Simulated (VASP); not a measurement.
# From one sheet to two: 1T-PtS2 monolayer, part 4 of 9

Aim: relax 1T-PtS2 monolayer, place its levels against the vacuum, then find how two sheets stack and bind.

VASP 6.6.1, plane waves and PAW; the level of theory is named at each step.

So far. Step 3 (A second relaxation): The start already met the threshold, so nothing moved. Step 4 (Potential and states of the slab): The vacuum level lies 6.66 eV above the highest filled level at the upper face; both faces agree, as the slab has next to no dipole.

## 5. The slab in a field, field -0.1

Level of this step: r2SCAN with rVV10; plane waves and PAW (Pt, S) (VASP).

A field across the slab, with the atoms held, gives the electronic response: the dipole changes linearly with the field, and the energy has a linear term from the slab's own dipole and a quadratic one from its polarisability.

Input file INCAR:

```
SYSTEM = PtS2
PREC = Normal
ENCUT = 350
EDIFF = 1E-06
NELM = 120
ISMEAR = 0
SIGMA = 0.03
LREAL = .FALSE.
ALGO = Normal
METAGGA = R2SCAN
LUSE_VDW = .TRUE.
IVDW_NL = 2
BPARAM = 11.95
CPARAM = 0.0093
LASPH = .TRUE.
NBANDS = 17
LORBIT = 11
LWAVE = .FALSE.
LCHARG = .FALSE.
KPAR = 4
IDIPOL = 3
LDIPOL = .TRUE.
DIPOL = 0.5 0.5 0.5
EFIELD = -0.1
```

Input file POSCAR:

```
PtS2
1.0
    3.5237097156      0.0000000000      0.0000000000
   -1.7618548578      3.0516221292      0.0000000000
    0.0000000000      0.0000000000     22.0000000000
Pt S
1 2
Direct
    0.0000000000      0.0000000000      0.5000000000
    0.3333333333      0.6666666667      0.4433219621
    0.6666666667      0.3333333333      0.5566780379
```

Input file KPOINTS:

```
Automatic mesh
0
Gamma
12 12 1
0 0 0
```

PAW data sets: Pt and S (PBE family, release 64).

Started as:

```sh
mpirun -np 4 vasp_std
```

The program printed:

```text
[... set-up lines as in an earlier step ...]
 entering main loop
       N       E                     dE             d eps       ncg     rms          rms(c)
Total rVV10 correction in eV:      0.6362941    25.2608354
Total rVV10 correction in eV:      0.6362941    25.2608354
Total rVV10 correction in eV:      0.6362941    25.2608354
Total rVV10 correction in eV:      0.6362941    25.2608354
DAV:   1     0.936534454392E+02    0.93653E+02   -0.64732E+03   646   0.706E+02
DAV:   2    -0.602047355808E+02   -0.15386E+03   -0.14742E+03   946   0.167E+02
DAV:   3    -0.749434920456E+02   -0.14739E+02   -0.14655E+02   773   0.647E+01
DAV:   4    -0.752224715187E+02   -0.27898E+00   -0.27871E+00   928   0.103E+01
DAV:   5    -0.752276629906E+02   -0.51915E-02   -0.51909E-02   881   0.131E+00    0.184E+01
Total rVV10 correction in eV:      0.6357417    25.2699498
Total rVV10 correction in eV:      0.6357417    25.2699498
Total rVV10 correction in eV:      0.6357417    25.2699498
Total rVV10 correction in eV:      0.6357417    25.2699498
DAV:   6    -0.684662913970E+02    0.67614E+01   -0.11420E+01   718   0.310E+01    0.130E+01
Total rVV10 correction in eV:      0.6381189    25.2642728
Total rVV10 correction in eV:      0.6381189    25.2642728
Total rVV10 correction in eV:      0.6381189    25.2642728
Total rVV10 correction in eV:      0.6381189    25.2642728
DAV:   7    -0.681894541930E+02    0.27684E+00   -0.23168E+00   762   0.158E+01    0.544E+00
Total rVV10 correction in eV:      0.6412778    25.2625504
Total rVV10 correction in eV:      0.6412778    25.2625504
Total rVV10 correction in eV:      0.6412778    25.2625504
Total rVV10 correction in eV:      0.6412778    25.2625504
DAV:   8    -0.681895556426E+02   -0.10145E-03   -0.12481E-01   799   0.290E+00    0.122E+00
Total rVV10 correction in eV:      0.6427878    25.2619084
Total rVV10 correction in eV:      0.6427878    25.2619084
Total rVV10 correction in eV:      0.6427878    25.2619084
Total rVV10 correction in eV:      0.6427878    25.2619084
DAV:   9    -0.681769913010E+02    0.12564E-01   -0.49900E-02   784   0.224E+00    0.294E-01
Total rVV10 correction in eV:      0.6430422    25.2617118
Total rVV10 correction in eV:      0.6430422    25.2617118
Total rVV10 correction in eV:      0.6430422    25.2617118
Total rVV10 correction in eV:      0.6430422    25.2617118
DAV:  10    -0.681780862437E+02   -0.10949E-02   -0.52244E-03   846   0.486E-01    0.332E-01
Total rVV10 correction in eV:      0.6430381    25.2617255
Total rVV10 correction in eV:      0.6430381    25.2617255
Total rVV10 correction in eV:      0.6430381    25.2617255
Total rVV10 correction in eV:      0.6430381    25.2617255
DAV:  11    -0.681780143717E+02    0.71872E-04   -0.68179E-05   789   0.620E-02    0.340E-01
Total rVV10 correction in eV:      0.6432933    25.2616817
Total rVV10 correction in eV:      0.6432933    25.2616817
Total rVV10 correction in eV:      0.6432933    25.2616817
Total rVV10 correction in eV:      0.6432933    25.2616817
DAV:  12    -0.681781697923E+02   -0.15542E-03   -0.55145E-04   765   0.159E-01    0.389E-01
Total rVV10 correction in eV:      0.6439673    25.2615327
Total rVV10 correction in eV:      0.6439673    25.2615327
Total rVV10 correction in eV:      0.6439673    25.2615327
Total rVV10 correction in eV:      0.6439673    25.2615327
DAV:  13    -0.681786488903E+02   -0.47910E-03   -0.13802E-03   726   0.280E-01    0.737E-01
Total rVV10 correction in eV:      0.6444346    25.2615836
Total rVV10 correction in eV:      0.6444346    25.2615836
Total rVV10 correction in eV:      0.6444346    25.2615836
Total rVV10 correction in eV:      0.6444346    25.2615836
DAV:  14    -0.681792549343E+02   -0.60604E-03   -0.11330E-03   787   0.220E-01    0.134E+00
Total rVV10 correction in eV:      0.6442781    25.2615135
Total rVV10 correction in eV:      0.6442781    25.2615135
Total rVV10 correction in eV:      0.6442781    25.2615135
Total rVV10 correction in eV:      0.6442781    25.2615135
DAV:  15    -0.681789903514E+02    0.26458E-03   -0.24899E-04   716   0.122E-01    0.106E+00
Total rVV10 correction in eV:      0.6440831    25.2614706
Total rVV10 correction in eV:      0.6440831    25.2614706
Total rVV10 correction in eV:      0.6440831    25.2614706
Total rVV10 correction in eV:      0.6440831    25.2614706
DAV:  16    -0.681788016035E+02    0.18875E-03   -0.32921E-04   703   0.114E-01    0.733E-01
Total rVV10 correction in eV:      0.6439674    25.2613532
Total rVV10 correction in eV:      0.6439674    25.2613532
Total rVV10 correction in eV:      0.6439674    25.2613532
Total rVV10 correction in eV:      0.6439674    25.2613532
DAV:  17    -0.681786625371E+02    0.13907E-03   -0.10893E-03   653   0.238E-01    0.329E-01
Total rVV10 correction in eV:      0.6436751    25.2614308
Total rVV10 correction in eV:      0.6436751    25.2614308
Total rVV10 correction in eV:      0.6436751    25.2614308
Total rVV10 correction in eV:      0.6436751    25.2614308
DAV:  18    -0.681788283918E+02   -0.16585E-03   -0.10880E-03   710   0.215E-01    0.812E-01
Total rVV10 correction in eV:      0.6436502    25.2614230
Total rVV10 correction in eV:      0.6436502    25.2614230
Total rVV10 correction in eV:      0.6436502    25.2614230
Total rVV10 correction in eV:      0.6436502    25.2614230
DAV:  19    -0.681787988473E+02    0.29545E-04   -0.70789E-05   746   0.612E-02    0.894E-01
Total rVV10 correction in eV:      0.6436879    25.2613949
Total rVV10 correction in eV:      0.6436879    25.2613949
Total rVV10 correction in eV:      0.6436879    25.2613949
Total rVV10 correction in eV:      0.6436879    25.2613949
DAV:  20    -0.681787495967E+02    0.49251E-04   -0.11232E-05   662   0.280E-02    0.849E-01
Total rVV10 correction in eV:      0.6436749    25.2614031
Total rVV10 correction in eV:      0.6436749    25.2614031
Total rVV10 correction in eV:      0.6436749    25.2614031
Total rVV10 correction in eV:      0.6436749    25.2614031
DAV:  21    -0.681787657184E+02   -0.16122E-04   -0.12315E-06   543   0.110E-02    0.851E-01
Total rVV10 correction in eV:      0.6437294    25.2613597
Total rVV10 correction in eV:      0.6437294    25.2613597
Total rVV10 correction in eV:      0.6437294    25.2613597
Total rVV10 correction in eV:      0.6437294    25.2613597
DAV:  22    -0.681786871603E+02    0.78558E-04   -0.23134E-05   676   0.326E-02    0.859E-01
Total rVV10 correction in eV:      0.6437887    25.2613185
Total rVV10 correction in eV:      0.6437887    25.2613185
Total rVV10 correction in eV:      0.6437887    25.2613185
Total rVV10 correction in eV:      0.6437887    25.2613185
DAV:  23    -0.681786329998E+02    0.54161E-04   -0.11632E-04   764   0.678E-02    0.801E-01
Total rVV10 correction in eV:      0.6438826    25.2613071
Total rVV10 correction in eV:      0.6438826    25.2613071
Total rVV10 correction in eV:      0.6438826    25.2613071
Total rVV10 correction in eV:      0.6438826    25.2613071
DAV:  24    -0.681786251794E+02    0.78203E-05   -0.21790E-04   717   0.107E-01    0.424E-01
Total rVV10 correction in eV:      0.6440006    25.2612744
Total rVV10 correction in eV:      0.6440006    25.2612744
Total rVV10 correction in eV:      0.6440006    25.2612744
Total rVV10 correction in eV:      0.6440006    25.2612744
DAV:  25    -0.681786574288E+02   -0.32249E-04   -0.19636E-04   671   0.923E-02    0.927E-02
Total rVV10 correction in eV:      0.6440186    25.2612043
Total rVV10 correction in eV:      0.6440186    25.2612043
Total rVV10 correction in eV:      0.6440186    25.2612043
Total rVV10 correction in eV:      0.6440186    25.2612043
DAV:  26    -0.681786918029E+02   -0.34374E-04   -0.39428E-05   823   0.402E-02    0.440E-02
Total rVV10 correction in eV:      0.6440526    25.2610870
Total rVV10 correction in eV:      0.6440526    25.2610870
Total rVV10 correction in eV:      0.6440526    25.2610870
Total rVV10 correction in eV:      0.6440526    25.2610870
DAV:  27    -0.681787402660E+02   -0.48463E-04   -0.11412E-05   805   0.244E-02    0.881E-02
Total rVV10 correction in eV:      0.6440395    25.2609940
Total rVV10 correction in eV:      0.6440395    25.2609940
Total rVV10 correction in eV:      0.6440395    25.2609940
Total rVV10 correction in eV:      0.6440395    25.2609940
DAV:  28    -0.681787892927E+02   -0.49027E-04   -0.28211E-05   784   0.362E-02    0.378E-02
Total rVV10 correction in eV:      0.6440308    25.2609411
Total rVV10 correction in eV:      0.6440308    25.2609411
Total rVV10 correction in eV:      0.6440308    25.2609411
Total rVV10 correction in eV:      0.6440308    25.2609411
DAV:  29    -0.681788105337E+02   -0.21241E-04   -0.70582E-06   829   0.183E-02    0.959E-03
Total rVV10 correction in eV:      0.6440304    25.2608968
Total rVV10 correction in eV:      0.6440304    25.2608968
Total rVV10 correction in eV:      0.6440304    25.2608968
Total rVV10 correction in eV:      0.6440304    25.2608968
DAV:  30    -0.681788275331E+02   -0.16999E-04   -0.31543E-06   661   0.123E-02    0.210E-02
Total rVV10 correction in eV:      0.6440277    25.2608744
Total rVV10 correction in eV:      0.6440277    25.2608744
Total rVV10 correction in eV:      0.6440277    25.2608744
Total rVV10 correction in eV:      0.6440277    25.2608744
DAV:  31    -0.681788341258E+02   -0.65928E-05   -0.88607E-07   688   0.809E-03    0.142E-02
Total rVV10 correction in eV:      0.6440231    25.2608523
Total rVV10 correction in eV:      0.6440231    25.2608523
Total rVV10 correction in eV:      0.6440231    25.2608523
Total rVV10 correction in eV:      0.6440231    25.2608523
DAV:  32    -0.681788369006E+02   -0.27748E-05   -0.14365E-06   644   0.952E-03    0.612E-03
Total rVV10 correction in eV:      0.6440217    25.2608483
Total rVV10 correction in eV:      0.6440217    25.2608483
Total rVV10 correction in eV:      0.6440217    25.2608483
Total rVV10 correction in eV:      0.6440217    25.2608483
DAV:  33    -0.681788398795E+02   -0.29789E-05   -0.27910E-07   688   0.487E-03    0.283E-03
Total rVV10 correction in eV:      0.6440210    25.2608464
Total rVV10 correction in eV:      0.6440210    25.2608464
Total rVV10 correction in eV:      0.6440210    25.2608464
Total rVV10 correction in eV:      0.6440210    25.2608464
DAV:  34    -0.681788396206E+02    0.25887E-06   -0.13907E-07   546   0.373E-03
Total rVV10 correction in eV:      0.6440195    25.2608452
Total rVV10 correction in eV:      0.6440195    25.2608452
Total rVV10 correction in eV:      0.6440195    25.2608452
Total rVV10 correction in eV:      0.6440195    25.2608452
Total rVV10 correction in eV:      0.6440203    25.2608456
Total rVV10 correction in eV:      0.6440203    25.2608456
Total rVV10 correction in eV:      0.6440203    25.2608456
Total rVV10 correction in eV:      0.6440203    25.2608456
   1 F= -.68178840E+02 E0= -.68178840E+02  d E =-.100516E-11
```

Elapsed: 2.4 min, on 4 MPI ranks of Intel Xeon Platinum 8259CL at 2.50GHz (Skylake/Cascade Lake), shared host; peak memory 1.2 GiB; 9.6 min of CPU time.

From OUTCAR (step 5):

```text
   NELECT =      22.0000    total number of electrons

 dipolmoment           0.000000      0.000000     -0.026342 electrons x Angstroem

 E-fermi :  -3.6799

 k-point     1 :       0.0000    0.0000    0.0000
  band No.  band energies     occupation
    ...
      7      -6.8462      2.00000
      8      -4.6832      2.00000
      9      -4.5318      2.00000
     10      -4.0083      2.00000
     11      -4.0082      2.00000
     12      -0.2986      0.00000
     13      -0.2986      0.00000
     14       2.2331      0.00000
     15       2.6430      0.00000
     16       2.8288      0.00000
    ...

  Total       -0.0097091     -0.0097091     -0.0857651     -0.0000000      0.0000000     -0.0000000
  in kB       -0.0657560     -0.0657560     -0.5808550     -0.0000000      0.0000000     -0.0000000
  external PRESSURE =      -0.2374557 kB  Pullay stress =       0.0000000 kB

 POSITION                                       TOTAL-FORCE (eV/Angst)
 -----------------------------------------------------------------------------------
      0.00000      0.00000     11.00000         0.000000     -0.000000      0.001639
     -0.00000      2.03441      9.75308        -0.000000      0.000000     -0.001427
      1.76185      1.01721     12.24692         0.000000      0.000000     -0.000212
 -----------------------------------------------------------------------------------
    total drift:                                0.000002      0.000004      0.000002

  FREE ENERGIE OF THE ION-ELECTRON SYSTEM (eV)
  ---------------------------------------------------
  free  energy   TOTEN  =       -68.1788396206 eV

  energy  without entropy=      -68.1788396206  energy(sigma->0) =      -68.17883962

 vacuum level on the upper side and lower side of the slab         3.655         2.012

[... 8 parts as in an earlier step ...]

[... 9 further parts left out ...]
```

This step gave:

| Item | Value |
| --- | --- |
| electronic cycles | 34 |
| free energy (TOTEN) | -68.1788 eV |
| Fermi energy | -3.680 eV |
| dipole moment | 0, 0, -0.02634 e·Å |

VASP counts the dipole in electrons times Å, so a positive number points the physical dipole along −c. A positive EFIELD is likewise a physical field along −c.

Energy at zero smearing: -68.17884 eV.

## 6. The slab in a field, field 0.1

INCAR, as its differences from that of step 5:

```diff
@@ -23,2 +23,2 @@
 DIPOL = 0.5 0.5 0.5
-EFIELD = -0.1
+EFIELD = 0.1
```

POSCAR is that of step 5.

KPOINTS is that of step 5.

Started as:

```sh
mpirun -np 4 vasp_std
```

The program printed:

```text
[... set-up lines as in an earlier step ...]
 entering main loop
       N       E                     dE             d eps       ncg     rms          rms(c)
Total rVV10 correction in eV:      0.6362941    25.2608354
Total rVV10 correction in eV:      0.6362941    25.2608354
Total rVV10 correction in eV:      0.6362941    25.2608354
Total rVV10 correction in eV:      0.6362941    25.2608354
DAV:   1     0.936191795528E+02    0.93619E+02   -0.64745E+03   646   0.706E+02
DAV:   2    -0.599171592021E+02   -0.15354E+03   -0.14756E+03   938   0.167E+02
DAV:   3    -0.749456601655E+02   -0.15029E+02   -0.14939E+02   813   0.647E+01
DAV:   4    -0.752223926937E+02   -0.27673E+00   -0.27647E+00   871   0.102E+01
DAV:   5    -0.752276765600E+02   -0.52839E-02   -0.52831E-02   938   0.131E+00    0.184E+01
Total rVV10 correction in eV:      0.6357412    25.2699508
Total rVV10 correction in eV:      0.6357412    25.2699508
Total rVV10 correction in eV:      0.6357412    25.2699508
Total rVV10 correction in eV:      0.6357412    25.2699508
[...]
Total rVV10 correction in eV:      0.6440312    25.2609105
DAV:  28    -0.681788222585E+02   -0.18637E-04   -0.35096E-06   678   0.134E-02    0.224E-02
Total rVV10 correction in eV:      0.6440210    25.2608677
Total rVV10 correction in eV:      0.6440210    25.2608677
Total rVV10 correction in eV:      0.6440210    25.2608677
Total rVV10 correction in eV:      0.6440210    25.2608677
DAV:  29    -0.681788349774E+02   -0.12719E-04   -0.28822E-06   697   0.117E-02    0.219E-02
Total rVV10 correction in eV:      0.6440232    25.2608570
Total rVV10 correction in eV:      0.6440232    25.2608570
Total rVV10 correction in eV:      0.6440232    25.2608570
Total rVV10 correction in eV:      0.6440232    25.2608570
DAV:  30    -0.681788357439E+02   -0.76650E-06   -0.88565E-07   675   0.760E-03
Total rVV10 correction in eV:      0.6440174    25.2608452
Total rVV10 correction in eV:      0.6440174    25.2608452
Total rVV10 correction in eV:      0.6440174    25.2608452
Total rVV10 correction in eV:      0.6440174    25.2608452
Total rVV10 correction in eV:      0.6440246    25.2608513
Total rVV10 correction in eV:      0.6440246    25.2608513
Total rVV10 correction in eV:      0.6440246    25.2608513
Total rVV10 correction in eV:      0.6440246    25.2608513
   1 F= -.68178836E+02 E0= -.68178836E+02  d E =-.770132E-12
```

Run time: 2.1 min. Hardware: 4 MPI ranks; peak memory 1.2 GiB; 8.4 min of CPU time.

OUTCAR, selected parts (step 6):

```text
  Total       -0.0114294     -0.0114294     -0.0904004      0.0000000      0.0000000     -0.0000000
  in kB       -0.0774072     -0.0774072     -0.6122479      0.0000000      0.0000000     -0.0000000
  external PRESSURE =      -0.2556874 kB  Pullay stress =       0.0000000 kB

 POSITION                                       TOTAL-FORCE (eV/Angst)
 -----------------------------------------------------------------------------------
      0.00000      0.00000     11.00000         0.000000      0.000000     -0.001395
     -0.00000      2.03441      9.75308         0.000000     -0.000000      0.000366
      1.76185      1.01721     12.24692        -0.000000      0.000000      0.001029
 -----------------------------------------------------------------------------------
    total drift:                               -0.000002     -0.000003      0.000800

  FREE ENERGIE OF THE ION-ELECTRON SYSTEM (eV)
  ---------------------------------------------------
  free  energy   TOTEN  =       -68.1788357439 eV

  energy  without entropy=      -68.1788357439  energy(sigma->0) =      -68.17883574

[... 2 parts as in an earlier step ...]

[... 1 further part left out ...]
[key lines of the parts left out:]
E-fermi :  -3.6787
```

Numbers from this step:

```
electronic cycles : 30
Fermi energy      : -3.679 eV
dipole moment     : 0, 0, 0.02633 e·Å
```

Energy at zero smearing: -68.17884 eV.

(Continued in part 5 of 9.)

[Lines on the potential files, build, host, timing and source positions are cut from VASP's logs without a mark.]

[Logs are printed without paths, hosts, clocks, repeated set-up lines and the standing remarks that a program may print on its own settings, such as how far it seeks lower states.]

[Hosts, paths, dates, database ids (printed as entryN), source tags and the programs' standing remarks are cut or masked in the printed files.]

[Runs that stopped without an error message from VASP are left out.]
